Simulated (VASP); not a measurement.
Runs of VASP 6.6.1 on TcSe2. The structure is cubic, space group Fm-3m (No. 225). The conventional cell has a = 6.291 Å, b = 6.291 Å, c = 6.291 Å, α = 90.00°, β = 90.00°, γ = 90.00°. Around Tc (site symmetry m-3m) lie 8 Se at 2.72 Å. Around Se (site symmetry -43m) lie 4 Tc at 2.72 Å. The cell comes from a database or a generator and needn't be the stable form of this composition.

| spin | U | fixed moment (μB) | gap on the mesh (eV) | pressure (GPa) | moment (μB) |
| --- | --- | --- | --- | --- | --- |
| collinear, ferromagnetic start | Tc d U = 3 eV | 1 | - | -11.3 | 1.00 |
| collinear, random start | Tc d U = 7 eV | - | none | -9.1 | 0.95 |
| collinear, ferromagnetic start | Tc d U = 7 eV | 1 | - | -7.5 | 1.00 |
| collinear, ferromagnetic start | Tc d U = 7 eV | - | none | (a) | 1.21 |
| collinear, ferromagnetic start | Tc d U = 3 eV | - | none | -12.1 | (b) |

Alike in all rows: task single point; level PBEsol+U; potentials or basis VASP PAW PBE potentials, release 64 (Tc_pv, Se); cell as given; k mesh 5 × 5 × 5; cutoff (eV) 520; smearing gaussian 0.05 eV.

Question: Estimate the missing entries.

Answer: (a) -6.3; (b) 0.81.

Caveats: the PAW data sets were made with another functional, which shifts forces and pressure a little; the total moment is fixed, so each spin has its own Fermi level (some runs).

A k mesh can miss the band edges, and the runs leave out spin-orbit coupling on Se, Tc.

A gap of «none» marks a metal or a gap under the smearing width.
